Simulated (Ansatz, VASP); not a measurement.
**Two plane-wave programs on Ta5Ru**

Contents of INCAR:

```
PREC     = Accurate       # precision mode
ENCUT    = 520            # plane-wave cutoff, eV
EDIFF    = 1E-6           # SCF threshold, eV
ISMEAR   = 0              # smearing method
SIGMA    = 0.1            # smearing width, eV
LREAL    = False          # projectors in reciprocal space
LASPH    = True           # aspherical terms in the spheres
NELM     = 60             # most SCF steps
ALGO     = Normal         # electronic algorithm
ISIF     = 2              # what is computed and relaxed
LWAVE    = False          # write WAVECAR
LCHARG   = False          # write CHGCAR
GGA      = PE             # functional
NBANDS   = 44             # bands
```

The input KPOINTS:

```
Automatic mesh
0
Gamma
  6 6 2
```

The input POSCAR:

```
Ta5Ru
1.0
    3.1875843200      0.0000000000      0.0000000000
    0.0000000000      3.1875843200      0.0000000000
    0.0000000000      0.0000000000      9.5627529700
Ta Ru
5 1
Direct
    0.0000000000      0.0000000000      0.1666666700
    0.5000000000      0.5000000000      0.3333333300
    0.5000000000      0.5000000000      0.6666666700
    0.0000000000      0.0000000000      0.8333333300
    0.5000000000      0.5000000000      0.0000000000
    0.0000000000      0.0000000000      0.5000000000
```

Input for Ansatz:

```yaml
crystal:
  lattice:
    - [3.18758432, 0.0, 0.0]
    - [0.0, 3.18758432, 0.0]
    - [0.0, 0.0, 9.56275297]
  atoms:
    - { symbol: Ta, position: [0.0, 0.0, 0.16666667] }
    - { symbol: Ta, position: [0.5, 0.5, 0.33333333] }
    - { symbol: Ta, position: [0.5, 0.5, 0.66666667] }
    - { symbol: Ta, position: [0.0, 0.0, 0.83333333] }
    - { symbol: Ta, position: [0.5, 0.5, 0.0] }
    - { symbol: Ru, position: [0.0, 0.0, 0.5] }
basis:
  ecutwfc: 420
kpoints:
  mp_grid: { grid: [6, 6, 2] }
hamiltonian:
  xc: pbe
scf:
  occupations: { method: gaussian, width: 0.1 }
  lower_state_search: "off"
output:
  forces: true
  stress: true
  eigenvalues: true
```

Alike in both runs: task single point; functional PBE; k mesh 6 × 6 × 2; occupations gaussian, width 0.1 eV; no spin polarisation.

|  | VASP | Ansatz |
| --- | --- | --- |
| version | VASP 6.6.1 | Ansatz 0.2.0 |
| potentials or method | VASP PAW PBE potentials, release 64 (Ta_pv, Ru_pv) | scalar-relativistic, plane waves, PAW |
| plane-wave cutoff (eV) | 520 | 420 |
| valence electrons in the cell | 69 | 81 |

```csv
,VASP,Ansatz,Ansatz less VASP
gap on the k mesh at the Fermi level (eV),none,none,-
pressure (GPa),19.1,18.9,-0.24
largest component of the traceless stress (GPa),0.18,0.18,-0.004
rms of the force components (eV/Å),0.488,0.486,-0.0016
```

Atom by atom the forces differ by 0.003 eV/Å (rms over components). A gap of «none» marks a metal or a gap that the smearing closes. The two sets of potentials don't hold the same shells in valence.

Caveats: so large a pressure means that the cell lies far from this level's equilibrium, or that cutoff or potentials fall short (VASP); forces of over 1 eV/Å show positions far from the minimum, so gaps and moduli don't describe the material at rest. Spin-orbit coupling is left out, which matters for the levels of Ta.
